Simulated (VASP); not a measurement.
A convergence study with VASP on Li2O (antifluorite): one setting is varied, all else stays as given below, so the limit is that of these other settings.

```
Li2O
1.0
    0.00000     2.31000     2.31000
    2.31000     0.00000     2.31000
    2.31000     2.31000     0.00000
Li O
2 1
Direct
  0.25000   0.25000   0.25000
  0.75000   0.75000   0.75000
  0.00000   0.00000   0.00000
```

Method: PBE GGA, VASP's PBE PAW potentials (set 64) (plane waves; VASP). The tightest run used: 700 eV cut-off, 17×17×17 Γ-centred mesh, Gaussian smearing of 0.050 eV, potentials Li_sv O.

| setting | E (eV/atom) | pressure (GPa) | irreducible k-points |
|---|---|---|---|
| 1×1×1 mesh | -2.0864 | 46.05 | 1 |
| 2×2×2 mesh | -4.6525 | 2.34 | 3 |
| 3×3×3 mesh | -4.7769 | -0.07 | 4 |

Problem. These are the cheaper rows. Estimate the results at 17×17×17 mesh, and how far the last row shown lies from them.

Solution. 
```tsv
quantity	tightest run	last row shown is off by
E (eV/atom)	-4.7850	0.0081
pressure (GPa)	-0.17	0.10
```

Left out are rungs that failed or repeat a setting and relaxations that didn't move; long series are thinned to 24 rows.

The compound is Li2O in the antifluorite structure. The cell was not relaxed at this level.
